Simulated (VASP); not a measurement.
An input for Ansatz (written as the equivalent of a VASP run, and not itself run):

Ansatz 0.2 input:
```yaml
crystal:
  lattice:
    - [0.0000000, 3.3966570, 3.3966570]
    - [3.3966570, 0.0000000, 3.3966570]
    - [3.3966570, 3.3966570, 0.0000000]
  atoms:
    - { symbol: N, position: [0.0000000, 0.0000000, 0.0000000] }
    - { symbol: Ta, position: [0.5000000, 0.5000000, 0.5000000] }
    - { symbol: Ta, position: [0.2500000, 0.2500000, 0.2500000] }
    - { symbol: Ta, position: [0.7500000, 0.7500000, 0.7500000] }
kpoints:
  mp_grid: { grid: [6, 6, 6] }
hamiltonian:
  xc: lda
  pseudopotentials: { kind: paw }
scf:
  occupations: { method: gaussian, width: 0.272 }
  max_iter: 100
output: { forces: true, stress: true, eigenvalues: true }
```

Task: Write the VASP files for the same calculation (LDA).

Result: Several could match; the one computed here: 
**POSCAR**
```
Ta3N
1
    0.0000000000     3.3966570000     3.3966570000
    3.3966570000     0.0000000000     3.3966570000
    3.3966570000     3.3966570000     0.0000000000
N Ta
1 3
Direct
  0.0000000000   0.0000000000   0.0000000000
  0.5000000000   0.5000000000   0.5000000000
  0.2500000000   0.2500000000   0.2500000000
  0.7500000000   0.7500000000   0.7500000000
```

**INCAR**
```
SYSTEM = Ta3N
PREC = Accurate
ENCUT = 400
EDIFF = 1E-6
NELM = 100
ALGO = Normal
LREAL = .FALSE.
LASPH = .TRUE.
ISMEAR = 0
SIGMA = 0.272
LMAXMIX = 6
LWAVE = .FALSE.
LCHARG = .FALSE.
ISIF = 2
```

### KPOINTS
```
Automatic mesh
0
Gamma
6 6 6
0 0 0
```

POTCAR, in this order: N Ta_pv (LDA.64 set). Program: vasp_std.

The two are equivalent in intent, not identical: each code has its own PAW files, so the cut-off isn't converted (ENCUT is set for VASP's; basis.ecutwfc is left out, and Ansatz then takes the one that its files recommend); Ansatz stops its SCF on the density residual and VASP on the energy change (EDIFF); Ansatz's lda is the Perdew-Wang form, while the LDA potentials of VASP carry Perdew-Zunger's.

The structure was generated: Ta3N was put into an ordered model structure, which need not be its known phase. The cell was not relaxed at this level. The run is one of a series of settings (GGA removed, POTCAR N Ta_pv (LDA.64 set) against the base run), some of them coarse on purpose.
